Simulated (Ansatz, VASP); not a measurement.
# EuCd2P2: VASP beside Ansatz

One calculation is typed for both programs; each brings its own data sets and cutoff. How far apart do they land? The cell is taken from a series of VASP runs on this material, whose earlier steps may have relaxed, scaled or displaced it; both programs get it as it stands.

Program: Ansatz 0.2.0. Level of theory: plane waves, with VASP 6.6.1 beside it; band structure at r2SCAN, DFT+U and single point at r2SCAN, DFT+U. Results are calculated unless marked as measured.

## 1. Starting point

The structure is trigonal, space group P-3m1 (No. 164). The conventional cell has a = 4.341 Å, b = 4.341 Å, c = 7.193 Å, α = 90.00°, β = 90.00°, γ = 120.00°. Nearest to Eu lie 6 P at 3.08 Å. Cd has 4 P at 2.63 to 2.79 Å nearest. Nearest to P lie 4 Cd at 2.63 to 2.79 Å and 3 Eu at 3.08 Å. Farther neighbours are not listed.

Structure file:

```cif
data_structure
_symmetry_space_group_name_H-M 'P-3m1'
_symmetry_Int_Tables_number 164
_cell_length_a 4.3408
_cell_length_b 4.3408
_cell_length_c 7.1929
_cell_angle_alpha 90.000
_cell_angle_beta 90.000
_cell_angle_gamma 120.000
_cell_volume 117.37
loop_
_atom_site_label
_atom_site_type_symbol
_atom_site_symmetry_multiplicity
_atom_site_Wyckoff_symbol
_atom_site_fract_x
_atom_site_fract_y
_atom_site_fract_z
_atom_site_occupancy
Eu1 Eu 1 a 0.00000 0.00000 0.00000 1
Cd1 Cd 2 d 0.66667 0.33333 0.36284 1
P1 P 2 d 0.66667 0.33333 0.75005 1
```

## 2. VASP: band structure, r2SCAN, DFT+U

With cell and atoms fixed, the geometry can't cause a difference; cores, projectors, grids and the points listed under the comparison can.

Lines of VASP's logs that name or quote its potential files are left out, and so is its time.

Input file INCAR:

```
SYSTEM = EuCd2P2
PREC = Accurate
ENCUT = 450
EDIFF = 1E-06
NELM = 150
ISMEAR = 0
SIGMA = 0.05
LREAL = .FALSE.
ALGO = Normal
METAGGA = R2SCAN
LASPH = .TRUE.
NBANDS = 43
ISPIN = 2
MAGMOM = 6.642 -0.006 -0.006 -0.027 -0.027
LDAU = .TRUE.
LDAUTYPE = 2
LDAUL = 3 -1 -1
LDAUU = 5 0 0
LDAUJ = 0 0 0
LDAUPRINT = 1
LMAXMIX = 6
AMIX = 0.2
BMIX = 1E-04
AMIX_MAG = 0.8
BMIX_MAG = 1E-04
LORBIT = 11
LWAVE = .FALSE.
LCHARG = .FALSE.
KPAR = 4
```

Input file POSCAR:

```
EuCd2P2
1.0
    4.3407983975      0.0000000000      0.0000000000
   -2.1703991988      3.7592416850      0.0000000000
    0.0000000000      0.0000000000      7.1929162865
Eu Cd P
1 2 2
Direct
    0.0000000000      0.0000000000      0.0000000000
    0.6666666700      0.3333333300      0.3628390541
    0.3333333300      0.6666666700      0.6371609459
    0.6666666700      0.3333333300      0.7500493522
    0.3333333300      0.6666666700      0.2499506478
```

Input file KPOINTS:

```
Automatic mesh
0
Gamma
7 7 4
0 0 0
```

Input file KPOINTS_OPT:

```
Line mode
16
Line-mode
Reciprocal
  0.00000000   0.00000000   0.00000000 GAMMA
  0.50000000   0.00000000   0.00000000 M

  0.50000000   0.00000000   0.00000000 M
  0.33333333   0.33333333   0.00000000 K

  0.33333333   0.33333333   0.00000000 K
  0.00000000   0.00000000   0.00000000 GAMMA

  0.00000000   0.00000000   0.00000000 GAMMA
  0.00000000   0.00000000   0.50000000 A

  0.00000000   0.00000000   0.50000000 A
  0.50000000   0.00000000   0.50000000 L

  0.50000000   0.00000000   0.50000000 L
  0.33333333   0.33333333   0.50000000 H

  0.33333333   0.33333333   0.50000000 H
  0.00000000   0.00000000   0.50000000 A

  0.50000000   0.00000000   0.50000000 L
  0.50000000   0.00000000   0.00000000 M

  0.33333333   0.33333333   0.00000000 K
  0.33333333   0.33333333   0.50000000 H
```

The projector-augmented-wave data sets are Eu, Cd and P (PBE family, release 64).

Command:

```sh
mpirun -np 4 vasp_std
```

Numbers of over 12 decimals in the logs are rounded to 6 here.

What it wrote:

```text
[banner, memory and clock lines left out]
running    4 mpi-ranks, on    1 nodes
 distrk:  each k-point on    1 cores,    4 groups
 distr:  one band on    1 cores,    1 groups

 POSCAR found type information on POSCAR EuCdP
 POSCAR found :  3 types and       5 ions
|                                                                             |
|               ----> ADVICE to this user running VASP <----                  |
|                                                                             |
|     You enforced a specific xc type in the INCAR file but a different       |
|     [... a line on the potential file left out ...]
|     I HOPE YOU KNOW WHAT YOU ARE DOING!                                     |
|                                                                             |

 LDA part: xc-table for (None), standard interpolation
 POSCAR, INCAR and KPOINTS ok, starting setup
 FFT: planning ... GRIDC
 FFT: planning ... GRID_SOFT
 FFT: planning ... GRID
 WAVECAR not read
 entering main loop
       N       E                     dE             d eps       ncg     rms          rms(c)
DAV:   1     0.265780025034E+03    0.26578E+03   -0.19931E+04  7286   0.368E+03
DAV:   2    -0.652207472496E+02   -0.33100E+03   -0.29654E+03  6941   0.468E+02
DAV:   3    -0.104305528795E+03   -0.39085E+02   -0.38109E+02  6961   0.122E+02
DAV:   4    -0.108739904182E+03   -0.44344E+01   -0.43997E+01  9320   0.281E+01
DAV:   5    -0.109088935361E+03   -0.34903E+00   -0.34824E+00  8840   0.918E+00    0.732E+01
DAV:   6    -0.101010599091E+03    0.80783E+01   -0.12094E+01  7004   0.474E+01    0.418E+01
DAV:   7    -0.101118424224E+03   -0.10783E+00   -0.19020E+00  8032   0.130E+01    0.248E+01
DAV:   8    -0.101032384261E+03    0.86040E-01   -0.57645E-01  8306   0.132E+01    0.139E+01
DAV:   9    -0.101002529294E+03    0.29855E-01   -0.59887E-01  7877   0.116E+01    0.893E+00
DAV:  10    -0.101023321634E+03   -0.20792E-01   -0.95863E-02  7629   0.159E+00    0.396E+00
DAV:  11    -0.101014411166E+03    0.89105E-02   -0.31364E-02  7797   0.283E+00    0.121E+00
DAV:  12    -0.101013256564E+03    0.11546E-02   -0.86374E-03  8240   0.890E-01    0.821E-01
DAV:  13    -0.101012980451E+03    0.27611E-03   -0.14026E-03  7328   0.186E-01    0.549E-01
DAV:  14    -0.101012857641E+03    0.12281E-03   -0.42456E-04  7592   0.135E-01    0.340E-01
DAV:  15    -0.101012869404E+03   -0.11762E-04   -0.13296E-04  7536   0.867E-02    0.166E-01
DAV:  16    -0.101012869486E+03   -0.82159E-07   -0.17897E-05  8245   0.489E-02    0.762E-02
DAV:  17    -0.101012868580E+03    0.90574E-06   -0.78710E-06  7392   0.178E-02
   1 F= -.10101287E+03 E0= -.10101287E+03  d E =-.901028E-26  mag=     7.0000
 Start KPOINTS_OPT (optional k-point list driver)
k-point batch [1-28\144]
       N       E                     dE             ncg
DAV:   1     0.276731153132E+04   -0.24291E+05     7329
DAV:   2    -0.649536834997E+04   -0.92627E+04     7077
DAV:   3    -0.744053298002E+04   -0.94516E+03     7338
DAV:   4    -0.750676867589E+04   -0.66236E+02     9267
DAV:   5    -0.751137405569E+04   -0.46054E+01     8723
DAV:   6    -0.751195387740E+04   -0.57982E+00     8789
DAV:   7    -0.751199553894E+04   -0.41662E-01     8184
DAV:   8    -0.751200420303E+04   -0.86641E-02     8066
DAV:   9    -0.751200580151E+04   -0.15985E-02     7080
DAV:  10    -0.751200607855E+04   -0.27704E-03     6048
DAV:  11    -0.751200612316E+04   -0.44607E-04     5192
DAV:  12    -0.751200613627E+04   -0.13106E-04     4704
DAV:  13    -0.751200613903E+04   -0.27603E-05     3824
DAV:  14    -0.751200613954E+04   -0.51753E-06     3632
[...]
k-point batch [141-144\144]
       N       E                     dE             ncg
DAV:   1     0.338406772569E+05   -0.55801E+04     1045
DAV:   2     0.325171891241E+05   -0.13235E+04     1020
DAV:   3     0.323934193108E+05   -0.12377E+03     1034
DAV:   4     0.323843063618E+05   -0.91129E+01     1360
DAV:   5     0.323837307958E+05   -0.57557E+00     1245
DAV:   6     0.323836626808E+05   -0.68115E-01     1264
DAV:   7     0.323836593687E+05   -0.33121E-02     1112
DAV:   8     0.323836585494E+05   -0.81928E-03     1128
DAV:   9     0.323836584643E+05   -0.85124E-04      952
DAV:  10     0.323836584482E+05   -0.16145E-04      856
DAV:  11     0.323836584459E+05   -0.22856E-05      720
DAV:  12     0.323836584453E+05   -0.61715E-06      664
```

OUTCAR, selected parts (step 2):

```text
ion  position               nearest neighbor table
   1  0.000  0.000  0.000-   4 3.08   5 3.08   4 3.08   5 3.08   4 3.08   5 3.08   2 3.62   3 3.62
                             3 3.62   2 3.62   2 3.62   3 3.62
   2  0.667  0.333  0.363-   5 2.63   5 2.63   5 2.63   4 2.79   3 3.19   3 3.19   3 3.19   1 3.62
                             1 3.62   1 3.62
   3  0.333  0.667  0.637-   4 2.63   4 2.63   4 2.63   5 2.79   2 3.19   2 3.19   2 3.19   1 3.62
                             1 3.62   1 3.62
   4  0.667  0.333  0.750-   3 2.63   3 2.63   3 2.63   2 2.79   1 3.08   1 3.08   1 3.08
   5  0.333  0.667  0.250-   2 2.63   2 2.63   2 2.63   3 2.79   1 3.08   1 3.08   1 3.08

  LATTYP: Found a hexagonal cell.
 ALAT       =     4.3407983975
 C/A-ratio  =     1.6570491481

 Subroutine GETGRP returns: Found 12 space group operations
 (whereof 12 operations were pure point group operations)

The static configuration has the point symmetry D_3d.

 Found     28 irreducible k-points:

   k-points           NKPTS =     28   k-points in BZ     NKDIM =     28   number of bands    NBANDS=     43

   dimension x,y,z NGX =    30 NGY =   30 NGZ =   50
   dimension x,y,z NGXF=    60 NGYF=   60 NGZF=  100

   ENCUT  =  450.0 eV  33.07 Ry    5.75 a.u.   7.51  7.51 12.44*2*pi/ulx,y,z

   NELECT =      51.0000    total number of electrons

 k-points in reciprocal lattice and weights: Automatic mesh
   0.00000000  0.00000000  0.00000000       0.005
   0.14285714  0.00000000  0.00000000       0.031
   0.28571429  0.00000000  0.00000000       0.031
   0.42857143  0.00000000  0.00000000       0.031
   0.14285714  0.14285714  0.00000000       0.031
   0.28571429  0.14285714  0.00000000       0.061
   0.42857143  0.14285714  0.00000000       0.031
   0.28571429  0.28571429  0.00000000       0.031
   0.00000000  0.00000000  0.25000000       0.010
[...]
0.42857143  0.14285714  0.50000000       0.031
   0.28571429  0.28571429  0.50000000       0.031

atom =   1  type =  1  l = 3

 onsite density matrix

spin component  1

  0.9734  0.0000  0.0000 -0.0010  0.0000  0.0000  0.0000
  0.0000  0.9748  0.0000  0.0000  0.0024 -0.0000  0.0000
  0.0000  0.0000  0.9750  0.0000 -0.0000  0.0024 -0.0000
 -0.0010  0.0000  0.0000  0.9776  0.0000  0.0000  0.0000
  0.0000  0.0024 -0.0000  0.0000  0.9750 -0.0000  0.0000
  0.0000 -0.0000  0.0024  0.0000 -0.0000  0.9748 -0.0000
  0.0000  0.0000 -0.0000  0.0000  0.0000 -0.0000  0.9776

spin component  2

  0.0012  0.0000  0.0000  0.0010  0.0000  0.0000 -0.0000
  0.0000  0.0020 -0.0000  0.0000 -0.0003 -0.0000 -0.0000
  0.0000 -0.0000  0.0009  0.0000 -0.0000 -0.0003 -0.0000
  0.0010  0.0000  0.0000  0.0010  0.0000  0.0000 -0.0000
  0.0000 -0.0003 -0.0000  0.0000  0.0009  0.0000  0.0000
  0.0000 -0.0000 -0.0003  0.0000  0.0000  0.0020  0.0000
 -0.0000 -0.0000 -0.0000 -0.0000  0.0000  0.0000  0.0006

 occupancies and eigenvectors

  o =  0.0001  v =  0.0000  0.0000  0.0000  0.0000  0.0000  0.0000  0.0000 -0.6652 -0.0000  0.0000  0.7466  0.0000 -0.0000  0.0000      0.0000  0.0000  0.0000  0.0000  0.0000  0.0000  0.0000  0.0000  0.0000  0.0000  0.0000  0.0000  0.0000  0.0000
  o =  0.0006  v =  0.0000  0.0000  0.0000  0.0000  0.0000  0.0000  0.0000 -0.0000  0.0000 -0.0000 -0.0000  0.0000 -0.0000 -1.0000      0.0000  0.0000  0.0000  0.0000  0.0000  0.0000  0.0000  0.0000  0.0000  0.0000  0.0000  0.0000  0.0000  0.0000
  o =  0.0008  v =  0.0000  0.0000  0.0000  0.0000  0.0000  0.0000  0.0000  0.0000 -0.2251 -0.3356  0.0000 -0.9109 -0.0829 -0.0000      0.0000  0.0000  0.0000  0.0000  0.0000  0.0000  0.0000  0.0000  0.0000  0.0000  0.0000  0.0000  0.0000  0.0000
  o =  0.0008  v =  0.0000  0.0000  0.0000  0.0000  0.0000  0.0000  0.0000 -0.0000 -0.0829  0.9109 -0.0000 -0.3356  0.2251 -0.0000      0.0000  0.0000  0.0000  0.0000  0.0000  0.0000  0.0000  0.0000  0.0000  0.0000  0.0000  0.0000  0.0000  0.0000
  o =  0.0020  v =  0.0000  0.0000  0.0000  0.0000  0.0000  0.0000  0.0000 -0.7466  0.0000 -0.0000 -0.6652 -0.0000  0.0000  0.0000      0.0000  0.0000  0.0000  0.0000  0.0000  0.0000  0.0000  0.0000  0.0000  0.0000  0.0000  0.0000  0.0000  0.0000
[...]
o =  0.9725  v =  0.0000  0.6748 -0.2412 -0.0000 -0.6511  0.2500  0.0000  0.0000  0.0000  0.0000  0.0000  0.0000  0.0000  0.0000      0.0000  0.0000  0.0000  0.0000  0.0000  0.0000  0.0000  0.0000  0.0000  0.0000  0.0000  0.0000  0.0000  0.0000
  o =  0.9725  v = -0.0000  0.2500  0.6511  0.0000 -0.2412 -0.6748  0.0000  0.0000  0.0000  0.0000  0.0000  0.0000  0.0000  0.0000      0.0000  0.0000  0.0000  0.0000  0.0000  0.0000  0.0000  0.0000  0.0000  0.0000  0.0000  0.0000  0.0000  0.0000
  o =  0.9731  v =  0.9739 -0.0000  0.0000  0.2269  0.0000 -0.0000 -0.0000  0.0000  0.0000  0.0000  0.0000  0.0000  0.0000  0.0000      0.0000  0.0000  0.0000  0.0000  0.0000  0.0000  0.0000  0.0000  0.0000  0.0000  0.0000  0.0000  0.0000  0.0000
  o =  0.9773  v = -0.0000 -0.6511 -0.2500  0.0000 -0.6748 -0.2412  0.0000  0.0000  0.0000  0.0000  0.0000  0.0000  0.0000  0.0000      0.0000  0.0000  0.0000  0.0000  0.0000  0.0000  0.0000  0.0000  0.0000  0.0000  0.0000  0.0000  0.0000  0.0000
  o =  0.9773  v =  0.0000 -0.2412  0.6748 -0.0000 -0.2500  0.6511  0.0000  0.0000  0.0000  0.0000  0.0000  0.0000  0.0000  0.0000      0.0000  0.0000  0.0000  0.0000  0.0000  0.0000  0.0000  0.0000  0.0000  0.0000  0.0000  0.0000  0.0000  0.0000
  o =  0.9776  v =  0.0000  0.0000 -0.0000 -0.0000  0.0000 -0.0000  1.0000  0.0000  0.0000  0.0000  0.0000  0.0000  0.0000  0.0000      0.0000  0.0000  0.0000  0.0000  0.0000  0.0000  0.0000  0.0000  0.0000  0.0000  0.0000  0.0000  0.0000  0.0000
  o =  0.9778  v = -0.2269  0.0000  0.0000  0.9739  0.0000  0.0000  0.0000  0.0000  0.0000  0.0000  0.0000  0.0000  0.0000  0.0000      0.0000  0.0000  0.0000  0.0000  0.0000  0.0000  0.0000  0.0000  0.0000  0.0000  0.0000  0.0000  0.0000  0.0000

 average (electrostatic) potential at core
       1 -43.5762       2 -43.9774       3 -43.9774       4 -87.5073       5 -87.5073

 E-fermi :   3.9357

 spin component 1
 k-point     1 :       0.0000    0.0000    0.0000
  band No.  band energies     occupation
    ...
     25       2.6549      1.00000
     26       2.7069      1.00000
     27       3.5690      1.00000
     28       3.5690      1.00000
     29       3.5803      1.00000
     30       4.3339      0.00000
     31       4.5740      0.00000
     32       5.6102      0.00000
     33       6.0212      0.00000
     34       6.0212      0.00000
    ...

 k-point     2 :       0.1429    0.0000    0.0000
  band No.  band energies     occupation
    ...
     25       2.6598      1.00000
     26       2.7143      1.00000
     27       2.8706      1.00000
     28       3.2220      1.00000
     29       3.2786      1.00000
     30       4.9375      0.00000
     31       5.1834      0.00000
     32       6.0019      0.00000
     33       6.6615      0.00000
     34       6.7831      0.00000
    ...

 k-point     3 :       0.2857    0.0000    0.0000
  band No.  band energies     occupation
    ...
     25       2.6622      1.00000
     26       2.6983      1.00000
     27       2.7079      1.00000
     28       2.8605      1.00000
     29       2.8736      1.00000
     30       4.8353      0.00000
     31       5.6685      0.00000
     32       7.0946      0.00000
     33       7.2412      0.00000
     34       7.3487      0.00000
    ...

 k-point     4 :       0.4286    0.0000    0.0000
  band No.  band energies     occupation
    ...
     25       2.6573      1.00000
     26       2.6716      1.00000
     27       2.6721      1.00000
     28       2.7444      1.00000
     29       2.8061      1.00000
     30       4.4769      0.00000
     31       6.2105      0.00000
     32       6.5716      0.00000
     33       8.0304      0.00000
     34       8.0997      0.00000
    ...

 k-point     5 :       0.1429    0.1429    0.0000
  band No.  band energies     occupation
    ...
     25       2.6684      1.00000
     26       2.7047      1.00000
     27       2.7620      1.00000
     28       2.7621      1.00000
     29       3.1156      1.00000
     30       5.2465      0.00000
     31       5.8411      0.00000
     32       6.1418      0.00000
     33       6.9850      0.00000
     34       7.0126      0.00000
    ...

 k-point     6 :       0.2857    0.1429    0.0000
  band No.  band energies     occupation
    ...
     25       2.6661      1.00000
     26       2.6712      1.00000
     27       2.6871      1.00000
     28       2.7245      1.00000
     29       2.8050      1.00000
     30       5.3938      0.00000
     31       5.8938      0.00000
     32       6.9835      0.00000
     33       7.2024      0.00000
     34       7.7844      0.00000
    ...

  Total        0.0505318      0.0505318      0.0651231     -0.0000000      0.0000000     -0.0000000
  in kB        0.6897636      0.6897636      0.8889369     -0.0000000      0.0000000     -0.0000000
  external PRESSURE =       0.7561547 kB  Pullay stress =       0.0000000 kB

  energy-cutoff  :      450.00
  volume of cell :      117.37
      direct lattice vectors                 reciprocal lattice vectors
     4.340798398  0.000000000  0.000000000     0.230372367  0.133005548  0.000000000
    -2.170399199  3.759241685  0.000000000     0.000000000  0.266011096  0.000000000
     0.000000000  0.000000000  7.192916287     0.000000000  0.000000000  0.139025669

 POSITION                                       TOTAL-FORCE (eV/Angst)
 -----------------------------------------------------------------------------------
      0.00000      0.00000      0.00000         0.000000      0.000000      0.000000
      2.17040      1.25308      2.60987         0.000000     -0.000000      0.007501
     -0.00000      2.50616      4.58305        -0.000000      0.000000     -0.007501
      2.17040      1.25308      5.39504         0.000000     -0.000000      0.000669
     -0.00000      2.50616      1.79787        -0.000000      0.000000     -0.000669
 -----------------------------------------------------------------------------------
    total drift:                               -0.000000      0.000000     -0.000000

  FREE ENERGIE OF THE ION-ELECTRON SYSTEM (eV)
  ---------------------------------------------------
  free  energy   TOTEN  =      -101.0128685802 eV

  energy  without entropy=     -101.0128685802  energy(sigma->0) =     -101.01286858

 total charge
# of ion       s       p       d       f       tot
--------------------------------------------------
    1        2.036   5.818   0.248   6.829  14.932
    2        0.449   0.346   9.535   0.000  10.331
    3        0.449   0.346   9.535   0.000  10.331
    4        1.018   1.502   0.000   0.000   2.520
    5        1.018   1.502   0.000   0.000   2.520
--------------------------------------------------
tot          4.971   9.516  19.319   6.829  40.635

 magnetization (x)
# of ion       s       p       d       f       tot
--------------------------------------------------
    1       -0.025  -0.194   0.049   6.813   6.642
    2       -0.003  -0.003  -0.000   0.000  -0.006
    3       -0.003  -0.003  -0.000   0.000  -0.006
    4       -0.006  -0.021   0.000   0.000  -0.027
    5       -0.006  -0.021   0.000   0.000  -0.027
--------------------------------------------------
tot         -0.042  -0.242   0.048   6.813   6.576

[... 6 further parts left out ...]
```

Experiment finds antiferromagnetic order in this phase (below 11 K, arxiv:2203.12739), so this ferromagnetic run describes another state.

(Continued in part 2 of 2.)

[Lines on the potential files, build, host, timing and source positions are cut from VASP's logs without a mark.]

[Logs are printed without paths, hosts, clocks, repeated set-up lines and the standing remarks that a program may print on its own settings, such as how far it seeks lower states.]

[Hosts, paths, dates, database ids (printed as entryN), source tags and the programs' standing remarks are cut or masked in the printed files.]
